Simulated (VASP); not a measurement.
Data:

```xyz
3
Lattice="2.2593 -3.9932 0.0000 2.2593 3.9932 0.0000 0.0000 0.0000 5.7961" Properties=species:S:1:pos:R:3 pbc="T T T"
Te     0.5749     1.0160     3.8641
Te     3.3689     0.0000     0.0000
Te     0.5749    -1.0160     1.9320
```

Level of theory: r2SCAN meta-GGA, VASP's PBE PAW potentials (set 64) (plane waves; VASP 6.6.1). Settings: 480 eV cut-off, 6×6×4 Γ-centred mesh, Gaussian smearing of 0.050 eV, potentials Te.

Estimate the energy per atom (σ→0), pressure, largest force.

```
Item                            Result
---------------------  ---------------
energy per atom (σ→0)  -25.404 eV/atom
pressure                      2.16 GPa
largest force               0.367 eV/Å
```

The absolute energy has meaning only against runs of the same code, potentials and settings.

The compound is Te in the trig structure. This cell was strained or had an atom moved on purpose.
